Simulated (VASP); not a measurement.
A run of VASP 6.6.1:

INCAR

```
SYSTEM = LiSe2
ALGO = Normal ; EDIFF = 1E-7
ENCUT = 520 ; GGA = PE
ISIF = 2 ; ISMEAR = -1
LASPH = .True. ; LCHARG = .True.
LELF = .True. ; LREAL = .False.
LVHAR = .True. ; LWAVE = .False.
NBANDS = 14 ; NELM = 60
PREC = Accurate ; SIGMA = 0.05
```

Contents of KPOINTS:

```
k-points
0
Gamma
  8 8 8
  0 0 0
```

File POSCAR:

```
LiSe2
1.0
    0.0000000000      3.0402900000      3.0402900000
    3.0402900000      0.0000000000      3.0402900000
    3.0402900000      3.0402900000      0.0000000000
Li Se
1 2
Direct
    0.5000000000      0.5000000000      0.5000000000
    0.7500000000      0.7500000000      0.7500000000
    0.2500000000      0.2500000000      0.2500000000
```

Potentials or basis: VASP PAW PBE potentials, release 64 (Li_sv, Se).

Launch:

```console
$ cat potpaw_PBE.64/Li_sv/POTCAR potpaw_PBE.64/Se/POTCAR > POTCAR
$ mpirun -np 1 vasp_std > vasp.out
```

Hardware: 1 thread of AMD EPYC 7R43 64-Core Processor (Zen 3), with other jobs on the host.

Question: Estimate the wall time of this run.

Answer: It took 25 s on 1 thread of AMD EPYC 7R43 64-Core Processor (Zen 3) (shared host), peak memory 0.14 GiB. Counts: scf iterations 13, k points 29.
